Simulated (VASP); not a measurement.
```
CELL_PARAMETERS angstrom
      3.25000     0.00000     0.00000
      0.00000     3.25000     0.00000
      0.00000     0.00000     3.25000
ATOMIC_POSITIONS crystal
  In 0.50000 0.50000 0.50000
  Pd 0.00000 0.00000 0.00000
```

The numbers are results of PBE GGA with D4 dispersion, VASP's PBE PAW potentials (set 64) (plane waves; VASP), not measurements. Run with 520 eV cut-off, 10×10×10 Γ-centred mesh, first-order Methfessel-Paxton smearing of 0.10 eV, potentials In_d Pd.

Question: The ions, cell shape and volume are relaxed. Predict the relaxed structure.

Answer: 
```
CELL_PARAMETERS angstrom
      3.26979     0.00000     0.00000
      0.00000     3.26979     0.00000
      0.00000     0.00000     3.26979
ATOMIC_POSITIONS crystal
  In 0.50000 0.50000 0.50000
  Pd 0.00000 0.00000 0.00000
```
Space group Pm-3m (221), at a tolerance of 0.03 Å.

Question: How do energy and volume change from the first to the last step?

Answer: The energy (σ→0) changes by -2.4 meV/atom and the volume by +1.8 %, in 3 ionic steps.

| step | E(σ→0) (eV) | max force (eV/Å) | pressure (GPa) | volume (Å³) |
|---|---|---|---|---|
| 1 | -9.6753 | 0.000 | 2.42 | 34.33 |
| 2 | -9.6753 | 0.000 | -2.20 | 35.63 |
| 3 | -9.6800 | 0.000 | -0.01 | 34.96 |

The compound is PdIn in the CsCl type structure. This run relaxes it. Symmetry was kept, so distortions that lower it aren't found. The electron count is odd and the run is not spin-polarised, which forces a metal.
